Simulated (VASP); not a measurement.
An input for Ansatz (written as the equivalent of a VASP run, and not itself run):

Ansatz 0.2 input:
```yaml
crystal:
  lattice:
    - [2.1598660, 1.2469990, 3.7996240]
    - [-2.1598660, 1.2469990, 3.7996240]
    - [0.0000000, -2.4939990, 3.7996240]
  atoms:
    - { symbol: Sb, position: [0.2682600, 0.2682600, 0.2682600] }
    - { symbol: Sb, position: [0.7317400, 0.7317400, 0.7317400] }
kpoints:
  mp_grid: { grid: [3, 3, 3] }
hamiltonian:
  xc: pbe
  pseudopotentials: { kind: paw }
scf:
  occupations: { method: fermi_dirac, width: 0.1 }
  max_iter: 100
output: { forces: true, stress: true, eigenvalues: true }
```

### Question
Write the VASP files for the same calculation (PBE).

### Answer
One answer among several that fit: 
File POSCAR:
```
Sb
1
    2.1598660000     1.2469990000     3.7996240000
   -2.1598660000     1.2469990000     3.7996240000
    0.0000000000    -2.4939990000     3.7996240000
Sb
2
Direct
  0.2682600000   0.2682600000   0.2682600000
  0.7317400000   0.7317400000   0.7317400000
```

### KPOINTS
```
Automatic mesh
0
Gamma
3 3 3
0 0 0
```

INCAR:
```
# general
SYSTEM   =  Sb
PREC     =  Accurate
ENCUT    =  300
LREAL    =  .FALSE.
LASPH    =  .TRUE.

# electronic loop
EDIFF    =  1E-6
NELM     =  100
ALGO     =  Normal
LMAXMIX  =  4

# smearing
ISMEAR   =  -1
SIGMA    =  0.1

# functional
GGA      =  PE

# ions
ISIF     =  2

# output
LWAVE    =  .FALSE.
LCHARG   =  .FALSE.
```

POTCAR, in this order: Sb (PBE.64 set). Program: vasp_std.

Limits of the translation: each code has its own PAW files, so the cut-off isn't converted (ENCUT is set for VASP's; basis.ecutwfc is left out, and Ansatz then takes the one that its files recommend); Ansatz stops its SCF on the density residual and VASP on the energy change (EDIFF).

The structure comes from a computed database's Sb entry; how it stands against other phases isn't given here. The cell was not relaxed at this level. The k-mesh is coarse (spacing up to 0.59 per Å, 2π included), so the numbers may not be converged in it. The run is one of a series of settings (KPOINTS 3×3×3 Γ-centred mesh against the base run), some of them coarse on purpose.
